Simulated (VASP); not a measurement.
These are PBEsol GGA, VASP's PBE PAW potentials (set 64) (plane waves; VASP) values and carry that method's errors.

VASP ran on this input.

INCAR:
```
ALGO = Normal
EDIFF = 1E-6
EDIFFG = -0.02
ENCUT = 500
GGA = PS
IBRION = 2
ISIF = 3
ISMEAR = 1
LASPH = .TRUE.
LCHARG = .FALSE.
LMAXMIX = 4
LREAL = .FALSE.
LWAVE = .FALSE.
NELM = 100
NSW = 40
PREC = Accurate
PSTRESS = 300
SIGMA = 0.1
SYSTEM = Cu
```

File KPOINTS:
```
kpoints
0
gamma
 18 18 18
```

### POSCAR
```
Cu
1
    0.0000000000     1.7285693888     1.7285693888
    1.7285693888     0.0000000000     1.7285693888
    1.7285693888     1.7285693888     0.0000000000
Cu
1
Direct
  0.0000000000   0.0000000000   0.0000000000
```

POTCAR, in this order: Cu (PBE.64 set). Program: vasp_std.

The resulting files:

**OUTCAR**
```
 ion  position               nearest neighbor table
   1  0.000  0.000  0.000-
  LATTYP: Found a face centered cubic cell.
 ALAT       =     3.4571387776
 Subroutine PRICEL returns:
 Original cell was already a primitive cell.
 Subroutine GETGRP returns: Found 48 space group operations
The static configuration has the point symmetry O_h .
The dynamic configuration has the point symmetry O_h .
 Subroutine INISYM returns: Found 48 space group operations
 Subroutine IBZKPT returns following result:
 Found    195 irreducible k-points:

 Following reciprocal coordinates:
            Coordinates               Weight
  0.000000  0.000000  0.000000      1.000000
  0.055556  0.000000  0.000000      8.000000
  0.111111  0.000000  0.000000      8.000000
  0.166667  0.000000  0.000000      8.000000
  0.222222  0.000000  0.000000      8.000000
  0.277778  0.000000  0.000000      8.000000
  0.333333  0.000000  0.000000      8.000000
  0.388889  0.000000  0.000000      8.000000
  0.444444  0.000000  0.000000      8.000000
  0.500000  0.000000  0.000000      4.000000
  0.055556  0.055556  0.000000      6.000000
  0.111111  0.055556  0.000000     24.000000
  0.166667  0.055556  0.000000     24.000000
  0.222222  0.055556  0.000000     24.000000
  0.277778  0.055556  0.000000     24.000000
  0.333333  0.055556  0.000000     24.000000
  0.388889  0.055556  0.000000     24.000000
  0.444444  0.055556  0.000000     24.000000
  0.500000  0.055556  0.000000     24.000000
 -0.444444  0.055556  0.000000     24.000000
 -0.388889  0.055556  0.000000     24.000000
 -0.333333  0.055556  0.000000     24.000000
 -0.277778  0.055556  0.000000     24.000000
 -0.222222  0.055556  0.000000     24.000000
 -0.166667  0.055556  0.000000     24.000000
...
```

**OSZICAR**
```
       N       E                     dE             d eps       ncg     rms          rms(c)
DAV:   1     0.330316192342E+02    0.33032E+02   -0.56629E+03  3671   0.208E+03
DAV:   2    -0.497541857526E+01   -0.38007E+02   -0.36227E+02  3515   0.195E+02
DAV:   3    -0.536722806126E+01   -0.39181E+00   -0.38809E+00  4191   0.285E+01
DAV:   4    -0.536963121231E+01   -0.24032E-02   -0.24028E-02  4223   0.197E+00
DAV:   5    -0.536965770043E+01   -0.26488E-04   -0.26489E-04  4186   0.167E-01    0.847E+00
DAV:   6    -0.459026563938E+01    0.77939E+00   -0.17590E+01  3687   0.101E+02    0.346E+00
DAV:   7    -0.426744965687E+01    0.32282E+00   -0.23673E+00  3732   0.367E+01    0.716E-01
DAV:   8    -0.424952730913E+01    0.17922E-01   -0.73351E-03  5096   0.114E+00    0.229E-01
DAV:   9    -0.424852574586E+01    0.10016E-02   -0.53282E-03  3956   0.157E+00    0.216E-02
DAV:  10    -0.424853634799E+01   -0.10602E-04   -0.26990E-05  4763   0.102E-01    0.650E-03
DAV:  11    -0.424853683831E+01   -0.49032E-06   -0.57479E-07  2373   0.179E-02
   1 F= -.23143380E+01 E0= -.23143938E+01  d E =-.231434E+01
       N       E                     dE             d eps       ncg     rms          rms(c)
DAV:   1    -0.611615918019E+01   -0.18676E+01   -0.38390E+01  3702   0.152E+02    0.120E+01
DAV:   2    -0.456444248723E+01    0.15517E+01   -0.26728E+01  3661   0.130E+02    0.373E+00
DAV:   3    -0.409601706861E+01    0.46843E+00   -0.30472E+00  3643   0.429E+01    0.154E+00
DAV:   4    -0.404685215495E+01    0.49165E-01   -0.42146E-02  4383   0.293E+00    0.105E-01
DAV:   5    -0.404604384408E+01    0.80831E-03   -0.51470E-03  3958   0.179E+00    0.632E-02
DAV:   6    -0.404599475866E+01    0.49085E-04   -0.21947E-04  4224   0.330E-01    0.283E-03
DAV:   7    -0.404599514951E+01   -0.39085E-06   -0.58545E-07  2283   0.164E-02
   2 F= -.22900704E+01 E0= -.22901240E+01  d E =0.242676E-01
       N       E                     dE             d eps       ncg     rms          rms(c)
DAV:   1    -0.496147960145E+01   -0.91548E+00   -0.16474E+01  3668   0.115E+02    0.689E+00
DAV:   2    -0.433873502397E+01    0.62274E+00   -0.80947E+00  3677   0.675E+01    0.177E+00
DAV:   3    -0.421673829778E+01    0.12200E+00   -0.90878E-01  3702   0.238E+01    0.107E+00
DAV:   4    -0.419327340708E+01    0.23465E-01   -0.51024E-02  5067   0.381E+00    0.177E-01
DAV:   5    -0.419281739434E+01    0.45601E-03   -0.31429E-03  3900   0.135E+00    0.353E-02
DAV:   6    -0.419280849353E+01    0.89008E-05   -0.23023E-05  4923   0.783E-02    0.917E-03
DAV:   7    -0.419280825348E+01    0.24006E-06   -0.70447E-06  3271   0.630E-02
   3 F= -.23264755E+01 E0= -.23265474E+01  d E =-.121375E-01
```

File OUTCAR:
```
------------------------ aborting loop because EDIFF is reached ----------------------------------------
  FORCE on cell =-STRESS in cart. coord.  units (eV):
  Direction    XX          YY          ZZ          XY          YZ          ZX
  --------------------------------------------------------------------------------------
  Total        1.8562801      1.8562801      1.8562801     -0.0000000      0.0000000      0.0000000
  in kB      298.3841074    298.3841074    298.3841074     -0.0000000      0.0000000      0.0000000
  external PRESSURE =      -1.6158926 kB  Pullay stress =     300.0000000 kB
  volume of cell :        9.97
      direct lattice vectors                 reciprocal lattice vectors
     0.000000000  1.708111179  1.708111179    -0.292720993  0.292720993  0.292720993
     1.708111179 -0.000000000  1.708111179     0.292720993 -0.292720993  0.292720993
     1.708111179  1.708111179 -0.000000000     0.292720993  0.292720993 -0.292720993
 POSITION                                       TOTAL-FORCE (eV/Angst)
 -----------------------------------------------------------------------------------
      0.00000      0.00000      0.00000         0.000000      0.000000      0.000000
 -----------------------------------------------------------------------------------
    total drift:                                0.000000     -0.000000     -0.000000
  FREE ENERGIE OF THE ION-ELECTRON SYSTEM (eV)
  ---------------------------------------------------
  free  energy   TOTEN  =        -4.1928082535 eV

  energy  without entropy=       -4.1930239151  energy(sigma->0) =       -4.19288014
  enthalpy is  TOTEN    =        -2.3264755216 eV   P V=        1.8663327318

 reached required accuracy - stopping structural energy minimisation
```
(Selected blocks of OUTCAR.)

**CONTCAR**
```
Cu
   1.00000000000000
     0.0000000000000000    1.7081111787531780    1.7081111787531780
     1.7081111787531780   -0.0000000000000000    1.7081111787531780
     1.7081111787531780    1.7081111787531780   -0.0000000000000000
  Cu
     1
Direct
     0.0000000000000000    0.0000000000000000    0.0000000000000000
```

Energy and stress use the plane-wave basis of the starting cell.

The compound is Cu in the fcc structure. This run relaxes it under an external pressure of 30 GPa. Symmetry was kept, so distortions that lower it aren't found.
